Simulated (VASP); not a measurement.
## A VASP study of GaP (PBE + D3(BJ)): structure first, properties next

What structure and properties does PBE + D3(BJ) give GaP, and how near are they to the measured ones? The steps: first try, full relaxation (PBE + D3(BJ)), density, ELF and potential (PBE + D3(BJ)), bands along the symmetry lines (PBE + D3(BJ)), density of states (PBE + D3(BJ)), volume scan with PBE + D3(BJ), fit for PBE + D3(BJ), independent-particle dielectric function (PBE + D3(BJ)), bands along the symmetry lines (PBE + D3(BJ) + SOC), band structure (HSE06) and band structure (TB-mBJ). The start is a cell from a database of measured crystal structures.

Program: VASP 6.6.1. Level of theory: PBE with D3(BJ); plane waves and PAW (Ga_d, P), in the first sound run; inputs show where later runs differ. Results are calculated unless marked as measured.

**What experiment says.**

“Phosphorous dimerization in GaP at high pressure” (2017, arxiv:1709.06667) reports for GaP, zinc blende, by single-crystal XRD in diamond anvil cell (single-crystal wafer fragment in neon medium): bulk modulus (zero-pressure bulk modulus, 3rd-order Birch-Murnaghan fit with K' …) 87.5 ± 0.6 GPa [Equation-of-state fit to 14 points with K' fixed at the literature value 4.5].

## 1. The starting structure

Before any relaxation, the start is as follows. It takes space group F-43m (No. 216, cubic). The conventional cell has a = 5.451 Å, b = 5.451 Å, c = 5.451 Å, α = 90.00°, β = 90.00°, γ = 90.00°. Nearest to Ga lie 4 P at 2.36 Å. Nearest to P lie 4 Ga at 2.36 Å. Farther neighbours are not listed.

## 2. First try

This run is made with a changed input; what comes of it follows.

INCAR reads:

```
SYSTEM = GaP
PREC = Accurate
ENCUT = 400
EDIFF = 1E-06
NELM = 99
ISMEAR = 0
SIGMA = 0.05
LREAL = .FALSE.
ALGO = Normal
GGA = PE
IVDW = 12
NBANDS = 15
LORBIT = 11
LWAVE = .FALSE.
LCHARG = .FALSE.
KPAR = 2
IBRION = 2
NSW = 1
ISIF = 3
EDIFFG = -0.01
```

POSCAR reads:

```
GaP
1.0
    0.0000000000      2.7252500000      2.7252500000
    2.7252500000      0.0000000000      2.7252500000
    2.7252500000      2.7252500000      0.0000000000
Ga P
1 1
Direct
    0.0000000000      0.0000000000      0.0000000000
    0.2500000000      0.2500000000      0.2500000000
```

KPOINTS reads:

```
Automatic mesh
0
Gamma
7 7 7
0 0 0
```

Potentials, in the order of the species: Ga_d and P (PBE family, release 64).

Run with:

```console
$ mpirun -np 2 vasp_std
```

What it wrote:

```text
[banner, memory and clock lines left out]
running    2 mpi-ranks, on    1 nodes
[...]
LDA part: xc-table for (Slater+PW92), standard interpolation
 POSCAR, INCAR and KPOINTS ok, starting setup
[...]
entering main loop
       N       E                     dE             d eps       ncg     rms          rms(c)
DAV:   1     0.740268574237E+02    0.74027E+02   -0.79000E+03   616   0.146E+03
DAV:   2    -0.354718727208E+01   -0.77574E+02   -0.73749E+02   663   0.289E+02
DAV:   3    -0.927687055467E+01   -0.57297E+01   -0.57064E+01   754   0.640E+01
DAV:   4    -0.937966156747E+01   -0.10279E+00   -0.10277E+00   702   0.929E+00
[...]
DAV:  10    -0.910864131995E+01   -0.68445E-04   -0.10987E-04   909   0.115E-01    0.402E-02
DAV:  11    -0.910871293756E+01   -0.71618E-04   -0.99061E-05   656   0.863E-02    0.488E-03
DAV:  12    -0.910871263337E+01    0.30419E-06   -0.29123E-06   697   0.236E-02
   1 F= -.97417049E+01 E0= -.97417049E+01  d E =-.974170E+01
[...]
```

Elapsed: 5.4 s, on 2 MPI ranks of Intel Xeon Platinum 8259CL at 2.50GHz (Skylake/Cascade Lake), shared host; peak memory 0.29 GiB.

The logs omit lines about the potential files and the build; timing stands in the text.

OUTCAR, selected parts (step 2):

```text
 k-point     1 :       0.0000    0.0000    0.0000
  band No.  band energies     occupation
    ...
      5      -9.7992      2.00000
      6      -7.8395      2.00000
      7       4.6546      2.00000
      8       4.6546      2.00000
      9       4.6546      2.00000
     10       6.4778      0.00000
     11       8.5392      0.00000
     12       8.5392      0.00000
     13       8.5392      0.00000
     14      13.4583      0.00000
    ...

 Edisp (eV)   -0.63299

  Total      -0.12153    -0.12153    -0.12153     0.00000     0.00000    -0.00000
  in kB      -4.81005    -4.81005    -4.81005     0.00000     0.00000    -0.00000
  external pressure =       -4.81 kB  Pullay stress =        0.00 kB

 POSITION                                       TOTAL-FORCE (eV/Angst)
 -----------------------------------------------------------------------------------
      0.00000      0.00000      0.00000         0.000000      0.000000      0.000000
      1.36262      1.36262      1.36262        -0.000000     -0.000000     -0.000000
 -----------------------------------------------------------------------------------
    total drift:                                0.000003      0.000003      0.000002

  FREE ENERGIE OF THE ION-ELECTRON SYSTEM (eV)
  ---------------------------------------------------
  free  energy   TOTEN  =        -9.7417049127 eV

  energy  without entropy=       -9.7417049127  energy(sigma->0) =       -9.74170491

[... 19 further parts left out ...]
[key lines of the parts left out:]
E-fermi :   4.8646
```

The relaxation used up its NSW steps before forces and stress met EDIFFG.

The fault in the input: too few ionic steps (NSW = "1"). Raise NSW.

## 3. Full relaxation (PBE + D3(BJ))

Properties are meant for the cell that this level of theory prefers, so cell and atoms are relaxed first (ISIF = 3) until forces and stress are small; EDIFFG sets the threshold.

Changes to INCAR since step 2:

```diff
@@ -4,3 +4,3 @@
 EDIFF = 1E-06
-NELM = 99
+NELM = 100
 ISMEAR = 0
@@ -17,3 +17,3 @@
 IBRION = 2
-NSW = 1
+NSW = 60
 ISIF = 3
```

POSCAR is that of step 2.

KPOINTS is that of step 2.

Run with:

```console
$ mpirun -np 2 vasp_std
```

What it wrote:

```text
[... set-up lines as in an earlier step ...]
 entering main loop
       N       E                     dE             d eps       ncg     rms          rms(c)
[... 12 cycles as in an earlier step ...]
   1 F= -.97417049E+01 E0= -.97417049E+01  d E =-.974170E+01
 curvature:   0.00 expect dE= 0.000E+00 dE for cont linesearch  0.000E+00
 trial: gam= 0.00000 g(F)=  0.208E-44 g(S)=  0.107E-02 ort = 0.000E+00 (trialstep = 0.100E+01)
 search vector abs. value=  0.107E-02
 bond charge predicted
       N       E                     dE             d eps       ncg     rms          rms(c)
DAV:   1    -0.911462784795E+01   -0.59149E-02   -0.14122E-01   754   0.719E+00    0.646E-01
DAV:   2    -0.910533242979E+01    0.92954E-02   -0.15139E-02   747   0.293E+00    0.292E-01
DAV:   3    -0.910303339813E+01    0.22990E-02   -0.22920E-03   803   0.961E-01    0.679E-02
DAV:   4    -0.910283063148E+01    0.20277E-03   -0.24809E-04   680   0.201E-01    0.283E-02
DAV:   5    -0.910279469796E+01    0.35934E-04   -0.22702E-05   781   0.640E-02    0.691E-03
DAV:   6    -0.910279475283E+01   -0.54874E-07   -0.83234E-07   405   0.103E-02
   2 F= -.97418602E+01 E0= -.97418602E+01  d E =-.155312E-03
 trial-energy change:   -0.000155  1 .order   -0.000158   -0.001069    0.000753
 step:   0.5867(harm=  0.5867)  dis= 0.00000  next Energy=    -9.742018 (dE=-0.314E-03)
 bond charge predicted
       N       E                     dE             d eps       ncg     rms          rms(c)
DAV:   1    -0.910746776947E+01   -0.46731E-02   -0.24333E-02   754   0.303E+00    0.266E-01
DAV:   2    -0.910589191543E+01    0.15759E-02   -0.25188E-03   747   0.115E+00    0.121E-01
DAV:   3    -0.910549197918E+01    0.39994E-03   -0.41803E-04   796   0.412E-01    0.270E-02
DAV:   4    -0.910545611908E+01    0.35860E-04   -0.42837E-05   686   0.873E-02    0.117E-02
DAV:   5    -0.910544833769E+01    0.77814E-05   -0.38638E-06   705   0.263E-02    0.302E-03
DAV:   6    -0.910544818614E+01    0.15155E-06   -0.17005E-07   321   0.531E-03
   3 F= -.97419958E+01 E0= -.97419958E+01  d E =-.290911E-03
 curvature:  -0.29 expect dE=-0.926E-06 dE for cont linesearch -0.926E-06
 trial: gam=-0.05138 g(F)=  0.164E-44 g(S)=  0.316E-05 ort = 0.581E-04 (trialstep = 0.917E+00)
 search vector abs. value=  0.942E-08
 reached required accuracy - stopping structural energy minimisation
```

Elapsed: 11 s, on 2 MPI ranks; peak memory 0.31 GiB.

From OUTCAR (step 3):

```text
The static configuration has the point symmetry T_d .

 Found     20 irreducible k-points:

   NELECT =      18.0000    total number of electrons

 Edisp (eV)   -0.63907

 E-fermi :   4.9324

 k-point     1 :       0.0000    0.0000    0.0000
  band No.  band energies     occupation
    ...
      5      -9.7538      2.00000
      6      -7.8254      2.00000
      7       4.7077      2.00000
      8       4.7077      2.00000
      9       4.7077      2.00000
     10       6.5739      0.00000
     11       8.5907      0.00000
     12       8.5907      0.00000
     13       8.5907      0.00000
     14      13.5339      0.00000
    ...

 k-point     2 :       0.1429    0.0000    0.0000
  band No.  band energies     occupation
    ...
      5      -9.7539      2.00000
      6      -7.5602      2.00000
      7       2.7522      2.00000
      8       4.4167      2.00000
      9       4.4167      2.00000
     10       7.1802      0.00000
     11       9.0289      0.00000
     12       9.0289      0.00000
     13       9.4157      0.00000
     14      13.7779      0.00000
    ...

 Edisp (eV)   -0.63655

  Total      -0.00660    -0.00660    -0.00660     0.00000     0.00000    -0.00000
  in kB      -0.26270    -0.26270    -0.26270     0.00000     0.00000    -0.00000
  external pressure =       -0.26 kB  Pullay stress =        0.00 kB

  energy-cutoff  :      400.00
  volume of cell :       40.27
      direct lattice vectors                 reciprocal lattice vectors
    -0.000000000  2.720562781  2.720562781    -0.183785503  0.183785503  0.183785503
     2.720562781  0.000000000  2.720562781     0.183785503 -0.183785503  0.183785503
     2.720562781  2.720562781 -0.000000000     0.183785503  0.183785503 -0.183785503

 POSITION                                       TOTAL-FORCE (eV/Angst)
 -----------------------------------------------------------------------------------
      0.00000      0.00000      0.00000         0.000000      0.000000      0.000000
      1.36028      1.36028      1.36028        -0.000000     -0.000000     -0.000000
 -----------------------------------------------------------------------------------
    total drift:                                0.000002      0.000002      0.000002

  FREE ENERGIE OF THE ION-ELECTRON SYSTEM (eV)
  ---------------------------------------------------
  free  energy   TOTEN  =        -9.7419958236 eV

  energy  without entropy=       -9.7419958236  energy(sigma->0) =       -9.74199582

 reached required accuracy - stopping structural energy minimisation

 total charge
# of ion       s       p       d       tot
------------------------------------------
    1        0.861   0.855  10.013  11.730
    2        1.020   1.529   0.000   2.549
--------------------------------------------------
tot          1.881   2.384  10.013  14.279

[... 7 parts as in an earlier step ...]

[... 5 further parts left out ...]
```

The gap is read on the k-mesh alone, so it is an upper bound where the band edges lie off the mesh. The run keeps the 24 symmetry operations of its start, so it cannot find a distortion of lower symmetry.

The steps of the relaxation:

| step | energy less that of the first step (eV) | largest force (eV/Å) | pressure (GPa) | volume (Å³) |
| --- | --- | --- | --- | --- |
| 1 | 0.0000 | 0.0000 | -0.48 | 40.48 |
| 2 | -0.0002 | 0.0000 | 0.34 | 40.13 |
| 3 | -0.0003 | 0.0000 | -0.03 | 40.27 |

```csv
"conventional cell, symmetrised",before,after,change
a (Å),5.451,5.441,-0.2 %
b (Å),5.451,5.441,-0.2 %
c (Å),5.451,5.441,-0.2 %
volume (Å³/atom),20.24,20.14,-0.5 %
```

The relaxed structure:

```xyz
2
Lattice="0.0000 2.7206 2.7206 2.7206 0.0000 2.7206 2.7206 2.7206 0.0000" Properties=species:S:1:pos:R:3 pbc="T T T"
Ga    0.0000    0.0000    0.0000
P     1.3603    1.3603    1.3603
```

This step gave:

| Item | Value |
| --- | --- |
| electrons | 18 |
| bands | 15 |
| irreducible k-points | 20 |
| symmetry operations | 24 |
| free energy (TOTEN) | -9.742 eV |
| Fermi energy | 4.932 eV |
| pressure | -0.02627 GPa |
| metallic | no |
| valence top at k | 0, 0, 0 |
| conduction bottom at k | 0.4286, 0.4286, 0 |
| least direct gap at k | 0, 0, 0 |
| SCF cycles over all ionic steps | 24 |
| gap on the k-mesh | 1.578 eV |
| least direct gap on the k-mesh | 1.866 eV |

It ends with forces that vanish by symmetry and a pressure of -0.03 GPa. The volume lies -0.5 % from that of the database's start, which holds the thermal and zero-point expansion of its experiment.

(Part 1 of 7 ends here.)

[Lines on the potential files, build, host, timing and source positions are cut from VASP's logs without a mark.]

[Logs are printed without paths, hosts, clocks, repeated set-up lines and the standing remarks that a program may print on its own settings, such as how far it seeks lower states.]

[Hosts, paths, dates, database ids (printed as entryN), source tags and the programs' standing remarks are cut or masked in the printed files.]

[A measured line is paired with the nearest computed mode of its activity, which favours agreement.]
